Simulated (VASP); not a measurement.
# CaMg in VASP: further runs

One slab, CaMg, is run at these levels: r2SCAN; tasks: single point.

Program: VASP 6.6.1. These are calculated values, not measurements. Logs are shortened: lines on timing, memory, paths and dates and some standing lists are left out, and cuts for length are marked.

### Step 1. Starting point

The cell holds a slab with vacuum, 4 atoms: a = 5.696 Å, b = 3.862 Å, c = 14.848 Å, α = 90.00°, β = 90.00°, γ = 90.00°.

### Step 2. Single point, r2SCAN

POSCAR reads:

```
CaMg
1.0
    5.6955641031      0.0000000000      0.0000000000
    0.0000000000      3.8616240000      0.0000000000
    0.0000000000      0.0000000000     14.8477820516
Ca Mg
2 2
Direct
    0.0000000000      0.5000000000      0.4041007592
    0.5000000000      0.5000000000      0.5958992408
    0.5000000000      0.0000000000      0.4041007592
    0.0000000000      0.0000000000      0.5958992408
```

INCAR.step1 reads:

```
SYSTEM = CaMg
PREC     = Accurate       ! precision mode
ENCUT    = 520            ! plane-wave cutoff, eV
ISMEAR   = 0              ! smearing method
SIGMA    = 0.1            ! smearing width, eV
LREAL    = .FALSE.        ! projectors in reciprocal space
LASPH    = .TRUE.         ! aspherical terms in the spheres
NELM     = 100            ! most SCF steps
LDIPOL   = .TRUE.       
IDIPOL   = 3            
DIPOL    = 0.5 0.5 0.500
EFIELD   = 0.1          
NBANDS   = 20             ! bands
GGA      = PE             ! functional
ALGO     = Normal         ! electronic algorithm
EDIFF    = 1E-4           ! SCF threshold, eV
LWAVE    = .TRUE.         ! write WAVECAR
LCHARG   = .FALSE.        ! write CHGCAR
```

INCAR.step2 reads:

```
SYSTEM = CaMg
PREC     = Accurate       ! precision mode
ENCUT    = 520            ! plane-wave cutoff, eV
EDIFF    = 1E-6           ! SCF threshold, eV
ISMEAR   = 0              ! smearing method
SIGMA    = 0.1            ! smearing width, eV
LREAL    = .FALSE.        ! projectors in reciprocal space
LASPH    = .TRUE.         ! aspherical terms in the spheres
NELM     = 100            ! most SCF steps
ALGO     = Normal         ! electronic algorithm
ISIF     = 2              ! what is computed and relaxed
LWAVE    = .FALSE.        ! write WAVECAR
LCHARG   = .FALSE.        ! write CHGCAR
LDIPOL   = .TRUE.       
IDIPOL   = 3            
DIPOL    = 0.5 0.5 0.500
METAGGA  = R2SCAN         ! meta-GGA
LMIXTAU  = .TRUE.       
EFIELD   = 0.1          
NBANDS   = 20             ! bands
ISTART   = 1
```

KPOINTS reads:

```
Automatic mesh
0
G
  3 5 1
  0 0 0
```

Potentials or basis: VASP PAW PBE potentials, release 64 (Ca_sv, Mg).

Launch:

```
cat potpaw_PBE.64/Ca_sv/POTCAR potpaw_PBE.64/Mg/POTCAR > POTCAR
cp INCAR.step1 INCAR
mpirun -np 1 vasp_std > vasp.out
cp INCAR.step2 INCAR
mpirun -np 1 vasp_std > vasp.out
```

OUTCAR:

```text
SYSTEM = CaMg
   PREC = Accurate
   ENCUT = 520
   EDIFF = 1E-6
   ISMEAR = 0
   LREAL = .FALSE.
   LASPH = .TRUE.
   NELM = 100
   ISIF = 2
   METAGGA = R2SCAN
   ISTART = 1

 ion  position               nearest neighbor table
   1  0.000  0.500  0.404-
   2  0.500  0.500  0.596-
   3  0.500  0.000  0.404-
   4  0.000  0.000  0.596-

  LATTYP: Found a simple orthorhombic cell.
 ALAT       =     3.8616240000
 B/A-ratio  =     1.4749142079
 C/A-ratio  =     3.8449579896

  Lattice vectors:

 A1 = (   0.0000000000,  -3.8616240000,   0.0000000000)
 A2 = (   5.6955641031,   0.0000000000,   0.0000000000)
 A3 = (   0.0000000000,   0.0000000000,  14.8477820516)

Analysis of symmetry for initial positions (statically):
=====================================================================
 Subroutine PRICEL returns:
 Original cell was already a primitive cell.

 Routine SETGRP: Setting up the symmetry group for a
 simple orthorhombic supercell.

 Subroutine GETGRP returns: Found  8 space group operations
 (whereof  4 operations were pure point group operations)
 out of a pool of  8 trial point group operations.

The static configuration has the point symmetry C_2v.
 The point group associated with its full space group is D_2h.

Analysis of symmetry for dynamics (positions and initial velocities):
=====================================================================
 An external electric field (EFIELD) may reduce the allowed symmetry operations
 Subroutine PRICEL returns:
 Original cell was already a primitive cell.

 Routine SETGRP: Setting up the symmetry group for a
 simple orthorhombic supercell.

 Subroutine GETGRP returns: Found  4 space group operations
 (whereof  4 operations were pure point group operations)
 out of a pool of  8 trial point group operations.

The dynamic configuration has the point symmetry C_2v.

 Subroutine INISYM returns: Found  4 space group operations
 (whereof  4 operations are pure point group operations),
 and found     1 'primitive' translations

----------------------------------------------------------------------------------------

                                     Primitive cell

  volume of cell :     326.5640

  direct lattice vectors                    reciprocal lattice vectors
     5.695564103  0.000000000  0.000000000     0.175575234  0.000000000  0.000000000
     0.000000000  3.861624000  0.000000000     0.000000000  0.258958407  0.000000000
     0.000000000  0.000000000 14.847782052     0.000000000  0.000000000  0.067350127

  length of vectors
     5.695564103  3.861624000 14.847782052     0.175575234  0.258958407  0.067350127

  position of ions in fractional coordinates (direct lattice)
     0.000000000  0.500000000  0.404100759
     0.500000000  0.500000000  0.595899241
     0.500000000  0.000000000  0.404100759
     0.000000000  0.000000000  0.595899241

  ion indices of the primitive-cell ions
   primitive index   ion index
                 1           1
                 2           2
                 3           3
                 4           4

----------------------------------------------------------------------------------------

 KPOINTS: Automatic mesh

Automatic generation of k-mesh.
 Grid dimensions read from file:
 generate k-points for:    3    5    1

 Generating k-lattice:

  Cartesian coordinates                     Fractional coordinates (reciprocal lattice)
     0.058525078  0.000000000  0.000000000     0.333333333  0.000000000  0.000000000
     0.000000000  0.051791681  0.000000000     0.000000000  0.200000000  0.000000000
     0.000000000  0.000000000  0.067350127     0.000000000  0.000000000  1.000000000

  Length of vectors
     0.058525078  0.051791681  0.067350127

  Shift w.r.t. Gamma in fractional coordinates (k-lattice)
     0.000000000  0.000000000  0.000000000

 Subroutine IBZKPT returns following result:
 ===========================================

 Found      6 irreducible k-points:

 Following reciprocal coordinates:
            Coordinates               Weight
  0.000000  0.000000  0.000000      1.000000
  0.333333  0.000000  0.000000      2.000000
  0.000000  0.200000  0.000000      2.000000
  0.333333  0.200000  0.000000      4.000000
  0.000000  0.400000  0.000000      2.000000
  0.333333  0.400000  0.000000      4.000000
   k-points           NKPTS =      6   k-points in BZ     NKDIM =      6   number of bands    NBANDS=     20
   number of dos      NEDOS =    301   number of ions     NIONS =      4
   total plane-waves  NPLWV = 141120
   dimension x,y,z NGX =    42 NGY =   30 NGZ =  112
   dimension x,y,z NGXF=    84 NGYF=   60 NGZF=  224
   ions per type =               2   2
   NGX,Y,Z   is equivalent  to a cutoff of  12.26, 12.92, 12.54 a.u.
   NGXF,Y,Z  is equivalent  to a cutoff of  24.52, 25.83, 25.08 a.u.
 SYSTEM =  CaMg
   PREC   = accura    normal or accurate (medium, high low for compatibility)
   ISTART =      1    job   : 0-new  1-cont  2-samecut
   ICHARG =      0    charge: 1-file 2-atom 10-const
   ISPIN  =      1    spin polarized calculation?
   LNONCOLLINEAR =      F non collinear calculations
   LSORBIT =      F    spin-orbit coupling
   LASPH  =      T    aspherical Exc in radial PAW
   ENCUT  =  520.0 eV  38.22 Ry    6.18 a.u.  10.59  7.18 27.61*2*pi/ulx,y,z
   NELM   =    100;   NELMIN=  2; NELMDL=  0     # of ELM steps
   EDIFF  = 0.1E-05   stopping-criterion for ELM
   LREAL  =      F    real-space projection
   EDIFFG = 0.1E-04   stopping-criterion for IOM
   NSW    =      0    number of steps for IOM
   IBRION =     -1    ionic relax: 0-MD 1-quasi-New 2-CG
   NFREE  =      0    steps in history (QN), initial steepest desc. (CG)
   ISIF   =      2    stress and relaxation
   ISYM   =      2    0-nonsym 1-usesym 2-fastsym
   POTIM  = 0.5000    time-step for ionic-motion
   TEBEG  =    0.0;   TEEND  =   0.0 temperature during run
   PSTRESS=    0.0 pullay stress
   NELECT =      24.0000    total number of electrons
   NUPDOWN=      -1.0000    fix difference up-down
   EMIN   =  10.00;   EMAX   =-10.00  energy-range for DOS
   EFERMI =   0.00;   METHOD = LEGACY
   ISMEAR =     0;   SIGMA  =   0.10  broadening in eV -4-tet -1-fermi 0-gaus
   EFERMI_NEDOS =   21; number of points for ismear=-14 and -15
   IALGO  =     38    algorithm
   IMIX   =      4    mixing-type and parameters
     AMIX     =   0.40;   BMIX     =  1.00
     AMIX_MAG =   1.60;   BMIX_MAG =  1.00
  volume/ion in A,a.u.               =      81.64       550.94
  Fermi-wavevector in a.u.,A,eV,Ry     =   0.685734  1.295850  6.397886  0.470231
  Thomas-Fermi vector in A             =   1.765761
   LORBIT       =      0    0 simple, 1 ext, 2 COOP (PROOUT), +10 PAW based schemes
   METAGGA = R2SCAN    functional components
   LHFCALC =     F    Hartree Fock is set to
   AEXX    =    0.0000 exact exchange contribution
   IVDW    =     0    specifies the selected vdW correction
   LEPSILON=     F    determine dielectric tensor
   LRPA    =     F    only Hartree local field effects (RPA)
 non-spin polarized calculation
 Gauss-broadening in eV      SIGMA  =   0.10
  energy-cutoff  :      520.00
  volume of cell :      326.56
 maximum number of plane-waves:      8814
 NGX is ok and might be reduce to    42
   NGX = 21   NGY = 15   NGZ = 55

 number of electron      24.0000005 magnetization

 dipolmoment           0.000000      0.000000      0.093530 electrons x Angstroem

 Free energy of the ion-electron system (eV)
  ---------------------------------------------------
  ext. energy  EPLUGINS =         0.00000000
  ---------------------------------------------------
  free energy    TOTEN  =       -20.89566340 eV

  energy without entropy =      -20.88187695  energy(sigma->0) =      -20.88877017

 E-fermi :  -0.9548     XC(G=0):  -4.3903

 val. band max:       -0.9930013742   @ k =   0.0000   0.4000   0.0000
 cond. band min:      -0.7938275356   @ k =   0.0000   0.2000   0.0000
 fundamental gap:      0.1991738387
 Fermi energy:        -0.9547815716

 k-point     1 :       0.0000    0.0000    0.0000
  band No.  band energies     occupation
      1     -44.8411      2.00000
      2     -44.8355      2.00000
      3     -25.0419      2.00000
      4     -25.0151      2.00000
      5     -24.9189      2.00000
      6     -24.8923      2.00000
[... 12 lines left out ...]
     19       2.1937      0.00000
     20       2.2361      0.00000

 k-point     2 :       0.3333    0.0000    0.0000
  band No.  band energies     occupation
      1     -44.8407      2.00000
      2     -44.8358      2.00000
      3     -25.0371      2.00000
      4     -25.0232      2.00000
      5     -24.9117      2.00000
      6     -24.8983      2.00000
[... 12 lines left out ...]
     19       1.9777      0.00000
     20       1.9818      0.00000

 k-point     3 :       0.0000    0.2000    0.0000
  band No.  band energies     occupation
      1     -44.8391      2.00000
      2     -44.8335      2.00000
      3     -25.0386      2.00000
      4     -25.0122      2.00000
      5     -24.9154      2.00000
      6     -24.9041      2.00000
[... 12 lines left out ...]
     19       1.7048      0.00000
     20       1.7348      0.00000

 k-point     4 :       0.3333    0.2000    0.0000
  band No.  band energies     occupation
      1     -44.8387      2.00000
      2     -44.8339      2.00000
      3     -25.0338      2.00000
      4     -25.0201      2.00000
      5     -24.9082      2.00000
      6     -24.9031      2.00000
[... 12 lines left out ...]
     19       1.6295      0.00000
     20       1.8289      0.00000

 k-point     5 :       0.0000    0.4000    0.0000
  band No.  band energies     occupation
      1     -44.8359      2.00000
      2     -44.8303      2.00000
      3     -25.0333      2.00000
      4     -25.0075      2.00000
      5     -24.9544      2.00000
      6     -24.9458      2.00000
[... 12 lines left out ...]
     19       1.8642      0.00000
     20       2.1254      0.00000

 k-point     6 :       0.3333    0.4000    0.0000
  band No.  band energies     occupation
      1     -44.8355      2.00000
      2     -44.8307      2.00000
      3     -25.0286      2.00000
      4     -25.0151      2.00000
      5     -24.9529      2.00000
      6     -24.9470      2.00000
[... 12 lines left out ...]
     19       1.7516      0.00000
     20       1.9959      0.00000

------------------------ aborting loop because EDIFF is reached ----------------------------------------

 vacuum level on the upper side and lower side of the slab       (xc-potential included)        -0.769        -0.089

  FORCE on cell =-STRESS in cart. coord.  units (eV):
  Direction    XX          YY          ZZ          XY          YZ          ZX
  --------------------------------------------------------------------------------------
  -------------------------------------------------------------------------------------
  Total        0.8064914     -1.0813834     -1.2271419      0.0000000      0.0000000      0.0000000
  in kB        3.9567809     -5.3054469     -6.0205621      0.0000000      0.0000000      0.0000000
  external PRESSURE =      -2.4564094 kB  Pullay stress =       0.0000000 kB

 VOLUME and BASIS-vectors are now :
 -----------------------------------------------------------------------------
  energy-cutoff  :      520.00
  volume of cell :      326.56
      direct lattice vectors                 reciprocal lattice vectors
     5.695564103  0.000000000  0.000000000     0.175575234  0.000000000  0.000000000
     0.000000000  3.861624000  0.000000000     0.000000000  0.258958407  0.000000000
     0.000000000  0.000000000 14.847782052     0.000000000  0.000000000  0.067350127

 POSITION                                       TOTAL-FORCE (eV/Angst)
 -----------------------------------------------------------------------------------
      0.00000      1.93081      6.00000         0.000000      0.000000      0.181271
      2.84778      1.93081      8.84778         0.000000      0.000000     -0.189979
      2.84778      0.00000      6.00000         0.000000      0.000000      0.234408
      0.00000      0.00000      8.84778         0.000000      0.000000     -0.225700
 -----------------------------------------------------------------------------------
    total drift:                                0.000000      0.000000     -0.000338

  FREE ENERGIE OF THE ION-ELECTRON SYSTEM (eV)
  ---------------------------------------------------
  free  energy   TOTEN  =       -20.8956633969 eV

  energy  without entropy=      -20.8818769470  energy(sigma->0) =      -20.88877017

 vacuum level on the upper side and lower side of the slab         1.457         1.990
```

Wall time 6 min (1 thread of AMD EPYC 7R43 (Zen 3), shared host); peak memory 0.35 GiB.

Results:

```
Free energy            : -20.8957 eV
Largest force          : 0.234 eV/Å
Band gap on the k mesh : none (metal or under the smearing width)
```

Forces on the atoms (eV/Å):
```
Ca   0.000  0.000  0.181
Ca   0.000  0.000 -0.190
Mg   0.000  0.000  0.234
Mg   0.000  0.000 -0.226
```

Caveat: the k mesh is coarse (spacing up to 0.37 Å⁻¹), so the values aren't converged; the PAW data sets were made with another functional, which shifts forces and pressure a little.

(Continued in part 2 of 2.)
